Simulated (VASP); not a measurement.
A cell of Lu (hcp) near equilibrium:

```yaml
crystal:
  lattice:
    - [1.75592, -3.04134, 0.00000]
    - [1.75592, 3.04134, 0.00000]
    - [0.00000, 0.00000, 5.47287]
  atoms:
    - { symbol: Lu, position: [0.33333, 0.66667, 0.25000] }
    - { symbol: Lu, position: [0.66667, 0.33333, 0.75000] }
```

Level of theory: r2SCAN meta-GGA, VASP's PBE PAW potentials (set 64) (plane waves; VASP 6.6.1).

```csv
run,ΔE (meV/atom),σxx,σyy,σzz,"largest shear component, with its sign (GPa)",largest force (eV/Å)
as it is,0.0,-0.01,-0.01,0.07,0.00,0.000
after one change,32.0,-3.73,-3.73,-3.37,0.00,0.000
```
Stress is in GPa, positive when the cell is compressed.

Q: What was changed between the two runs?
A) isotropic strain of -4.0 %
B) isotropic strain of +3.0 %
C) isotropic strain of +1.5 %
D) atom 1 (Lu) moved by -0.050 Å along z

A: B, isotropic strain of +3.0 %

The compound is Lu in the hcp structure.
